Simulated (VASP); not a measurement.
Input:

Li2S has the cubic space group Fm-3m (No. 225), the anti-fluorite structure, Pearson symbol cF12. Lattice parameters: a = 5.680 Å, b = 5.680 Å, c = 5.680 Å, α = 90.00°, β = 90.00°, γ = 90.00°. Li on 8c is surrounded by 4 S at 2.460 Å (tetrahedral). S on 4a has 8 Li at 2.460 Å (cubic). (Neighbours: up to the widest gap in distance over summed covalent radii, below 1.35, at either atom; cation-cation and far metal-metal contacts left out.)
(The calculation used a cell of 3 atoms; values per cell refer to that cell.)

These are SCAN meta-GGA, VASP's PBE PAW potentials (set 64) (plane waves; VASP) values and carry that method's errors. Settings: 520 eV cut-off, 7×7×7 Γ-centred mesh, Gaussian smearing of 0.050 eV, potentials Li_sv S.

Problem. Give the energy at these volumes per atom, relative to the lowest: 14.30, 14.76, 15.21, 15.67, 16.12 Å³.

Solution. 9.8, 2.7, 0.0, 1.4, 6.2 meV/atom. A third-order Birch-Murnaghan fit gives B0 = 45.6 GPa and B0′ = 3.4.

Measured: a 5.716 Å at 293 K (computed value off by -0.6 %), as given by F. Kubel et al., Zeitschrift für Kristallographie - New Crystal Structures (1999), doi:10.1515/ncrs-1999-0303. The calculation is for a static lattice, while the measured a holds thermal and zero-point effects, which are part of the difference.

The compound is Li2S in the antifluorite structure. It was relaxed first.
